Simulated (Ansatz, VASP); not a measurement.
One calculation of KHgH3, two programs

```
K Hg H
1.0
     4.74000    0.00000    0.00000
     0.00000    4.74000    0.00000
     0.00000    0.00000    4.74000
K Hg H
1 1 3
Direct
  0.00000 0.00000 0.00000
  0.50000 0.50000 0.50000
  0.50000 0.50000 0.00000
  0.50000 0.00000 0.50000
  0.00000 0.50000 0.50000
```

The cell comes from a database or a generator and needn't be the stable form of this composition.

Alike in both runs: task single point; functional PBE; k mesh 4 × 4 × 4; occupations gaussian, width 0.05 eV; no spin polarisation.

|  | VASP | Ansatz |
| --- | --- | --- |
| version | VASP 6.6.1 | Ansatz 0.2.0 |
| potentials or method | VASP PAW PBE potentials, release 64 (K_sv, Hg, H) | scalar-relativistic, plane waves, PAW |
| plane-wave cutoff (eV) | 520 | 420 |
| valence electrons in the cell | 24 | 32 |

```tsv
	VASP	Ansatz	Ansatz less VASP
gap on the k mesh at the Fermi level (eV)	none	none	-
pressure (GPa)	-6.9	-6.8	+0.03
```

A gap of «none» marks a metal or a gap that the smearing closes. The two sets of potentials don't hold the same shells in valence.

Spin-orbit coupling is left out, which matters for the levels of Hg.
